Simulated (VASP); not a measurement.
These are PBE GGA, VASP's PBE PAW potentials (set 64) (plane waves; VASP) values and carry that method's errors.

Input for VASP

INCAR:
```
# general
SYSTEM =CoSi2
PREC   =Accurate
ENCUT  =480   # plane-wave cut-off (eV)
LREAL  =F
LASPH  =T   # aspherical one-centre terms

# electronic loop
EDIFF  =1E-7
NELM   =100
ALGO   =Normal
LMAXMIX=4   # l cut-off of mixed one-centre charges

# smearing
ISMEAR =1   # Methfessel-Paxton
SIGMA  =0.1

# functional
GGA    =PE

# ions
IBRION =2   # conjugate gradients
NSW    =40   # most ionic steps
ISIF   =3
EDIFFG =-0.01   # ionic stop
PSTRESS=10

# output
LWAVE  =F
LCHARG =F
```

**KPOINTS**
```
Automatic mesh
0
Gamma
 10 10 10
0 0 0
```

**POSCAR**
```
CoSi2
1
   -0.0000000000     2.6740193134     2.6740193134
    2.6740193134    -0.0000000000     2.6740193134
    2.6740193134     2.6740193134    -0.0000000000
Co Si
1 2
Direct
  0.0000000000   0.0000000000   0.0000000000
  0.2500000000   0.2500000000   0.2500000000
  0.7500000000   0.7500000000   0.7500000000
```

POTCAR, in this order: Co Si (PBE.64 set). Program: vasp_std.

What will the output report for the number of irreducible k-points (NKPTS), number of bands (NBANDS), largest plane-wave count, number of space-group operations, FFT grid (NGX, NGY, NGZ)?

```
Quantity                                       Value
--------------------------------------  ------------
number of irreducible k-points (NKPTS)            47
number of bands (NBANDS)                          12
largest plane-wave count                         941
number of space-group operations                  48
FFT grid (NGX, NGY, NGZ)                28 × 28 × 28
```

The compound is CoSi2 in the fluorite structure. It was relaxed first under an external pressure of 1 GPa. The run is not spin-polarised, so no magnetic state was tried. The electron count is odd and the run is not spin-polarised, which forces a metal.
